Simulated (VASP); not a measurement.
An input for Quantum ESPRESSO's pw.x (written as the equivalent of a VASP run, and not itself run):

```
&CONTROL
  calculation = 'vc-relax'
  pseudo_dir = './pseudo'
  outdir = './out'
  tprnfor = .true.
  tstress = .true.
  nstep = 30
  forc_conv_thr = 0.00039
/
&SYSTEM
  ibrav = 0
  nat = 2
  ntyp = 1
  ecutwfc = 74
  occupations = 'smearing'
  smearing = 'methfessel-paxton'
  degauss = 0.00735
  input_dft = 'vdw-df-ob86'
/
&ELECTRONS
  conv_thr = 7.3e-09
  electron_maxstep = 100
/
&IONS
/
&CELL
  cell_dofree = 'shape'
/
ATOMIC_SPECIES
  Os 190.230 Os.upf
CELL_PARAMETERS angstrom
     1.4011768   -2.4269091    0.0000000
     1.4011768    2.4269091    0.0000000
     0.0000000    0.0000000    4.4173813
ATOMIC_POSITIONS crystal
  Os   0.3333330  0.6666670  0.2500000
  Os   0.6666670  0.3333330  0.7500000
K_POINTS automatic
  15 15 9 0 0 0
```

Q: Write the VASP files for the same calculation (optB86b-vdW).

A: Several could match; the one computed here: 
**KPOINTS**
```
Automatic
0
gamma
 15 15 9
```

**INCAR**
```
SYSTEM=Os
PREC=Accurate; ENCUT=520; LREAL=.False.
LASPH=.True.
EDIFF=1E-7; NELM=100; ALGO=Normal
LMAXMIX=6
ISMEAR=1; SIGMA=0.1
GGA=MK; LUSE_VDW=.True.; AGGAC=0.0
PARAM1=0.1234; PARAM2=1.0
IBRION=2; NSW=30; ISIF=4
EDIFFG=-0.01
LWAVE=.False.; LCHARG=.False.
```

POSCAR:
```
Os
1
    1.4011768206    -2.4269090771     0.0000000000
    1.4011768206     2.4269090771     0.0000000000
    0.0000000000     0.0000000000     4.4173812923
Os
2
Direct
  0.3333330000   0.6666670000   0.2500000000
  0.6666670000   0.3333330000   0.7500000000
```

POTCAR, in this order: Os (PBE.64 set). Program: vasp_std.

What does not carry over: the potentials are each code's own (VASP's PAW set, PseudoDojo norm-conserving files in pw.x), so ENCUT and ecutwfc are chosen apart and not converted; conv_thr bounds pw.x's estimated SCF error, while EDIFF bounds the energy change between steps; forc_conv_thr acts on force components and is met together with etot_conv_thr.

The compound is Os in the hcp structure. This cell is one point of a volume scan, at 1.06 of the reference volume.
